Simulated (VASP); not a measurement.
Output of a VASP run:

### OSZICAR
```
       N       E                     dE             d eps       ncg     rms          rms(c)
DAV:   1     0.434738212146E+02    0.43474E+02   -0.84175E+03  1376   0.124E+03
DAV:   2    -0.396792821103E+02   -0.83153E+02   -0.77215E+02  1932   0.230E+02
DAV:   3    -0.432592543017E+02   -0.35800E+01   -0.35539E+01  1752   0.476E+01
DAV:   4    -0.433048642174E+02   -0.45610E-01   -0.45519E-01  1704   0.627E+00
DAV:   5    -0.433058735585E+02   -0.10093E-02   -0.10084E-02  1724   0.895E-01    0.941E+00
DAV:   6    -0.411135554782E+02    0.21923E+01   -0.22615E+00  1576   0.104E+01    0.536E+00
DAV:   7    -0.404391814743E+02    0.67437E+00   -0.23010E+00  1624   0.106E+01    0.141E+00
DAV:   8    -0.404406807058E+02   -0.14992E-02   -0.79930E-02  1572   0.199E+00    0.152E-01
DAV:   9    -0.404400580691E+02    0.62264E-03   -0.20732E-03  1724   0.365E-01    0.674E-02
DAV:  10    -0.404400499683E+02    0.81008E-05   -0.16823E-04  1732   0.986E-02    0.402E-02
DAV:  11    -0.404400470218E+02    0.29465E-05   -0.40557E-06  1692   0.179E-02    0.261E-03
DAV:  12    -0.404400469918E+02    0.30069E-07   -0.13422E-07  1388   0.300E-03
   1 F= -.40440047E+02 E0= -.40440047E+02  d E =0.000000E+00
```

**OUTCAR**
```
------------------------ aborting loop because EDIFF is reached ----------------------------------------
  FORCE on cell =-STRESS in cart. coord.  units (eV):
  Direction    XX          YY          ZZ          XY          YZ          ZX
  --------------------------------------------------------------------------------------
  Total        0.0319554      0.0319554     -0.0069350     -0.0000000      0.0000000      0.0000000
  in kB        1.4915745      1.4915738     -0.3237030     -0.0000000      0.0000000      0.0000000
  external PRESSURE =       0.8864818 kB  Pullay stress =       0.0000000 kB
  volume of cell :       34.32
      direct lattice vectors                 reciprocal lattice vectors
     1.223568655 -2.119282592  0.000000000     0.408640739 -0.235928895  0.000000000
     1.223568655  2.119282592  0.000000000     0.408640739  0.235928895  0.000000000
     0.000000000  0.000000000  6.618544165     0.000000000  0.000000000  0.151090629
 POSITION                                       TOTAL-FORCE (eV/Angst)
 -----------------------------------------------------------------------------------
      0.00000      0.00000      1.65464         0.000000      0.000000      0.000000
      0.00000      0.00000      4.96391        -0.000000     -0.000000     -0.000000
      1.22357      0.70643      1.65464         0.000000     -0.000000      0.000000
      1.22357     -0.70643      4.96391        -0.000000      0.000000     -0.000000
 -----------------------------------------------------------------------------------
    total drift:                               -0.000000     -0.000000      0.000000
  FREE ENERGIE OF THE ION-ELECTRON SYSTEM (eV)
  ---------------------------------------------------
  free  energy   TOTEN  =       -40.4400469918 eV

  energy  without entropy=      -40.4400469918  energy(sigma->0) =      -40.44004699

 total charge

# of ion       s       p       d       tot
------------------------------------------
    1        0.859   1.811   0.000   2.670
    2        0.859   1.811   0.000   2.670
    3        0.859   1.814   0.000   2.672
    4        0.859   1.814   0.000   2.672
--------------------------------------------------
tot          3.437   7.249   0.000  10.686
```
(Selected blocks of OUTCAR.)

### POSCAR
```
C
1
    1.2235686551    -2.1192825917     0.0000000000
    1.2235686551     2.1192825917     0.0000000000
    0.0000000000     0.0000000000     6.6185441645
C
4
Direct
  0.0000000000   0.0000000000   0.2500000000
  0.0000000000   0.0000000000   0.7500000000
  0.3333330000   0.6666670000   0.2500000000
  0.6666670000   0.3333330000   0.7500000000
```

Question: Write an INCAR and KPOINTS that could have produced this output.

Answer: This is not unique; one that fits is the input of the run itself, LDA (Ceperley-Alder, Perdew-Zunger), plane waves, VASP's LDA PAW potentials (set 64).

### KPOINTS
```
Automatic mesh
0
Gamma
12 12 4
0 0 0
```

**INCAR**
```
SYSTEM = C
PREC = Accurate; ENCUT = 520; LREAL = .False.
LASPH = .True.
EDIFF = 1E-7; NELM = 100; ALGO = Normal
ISMEAR = -5
ISIF = 2
LWAVE = .False.; LCHARG = .True.; LORBIT = 11
NEDOS = 601
LEFG = .True.
```

POTCAR, in this order: C (LDA.64 set). Program: vasp_std.

For a metal the tetrahedron method with Blöchl corrections gives inexact stress and forces.

The compound is C in the graphite structure. It was relaxed first.
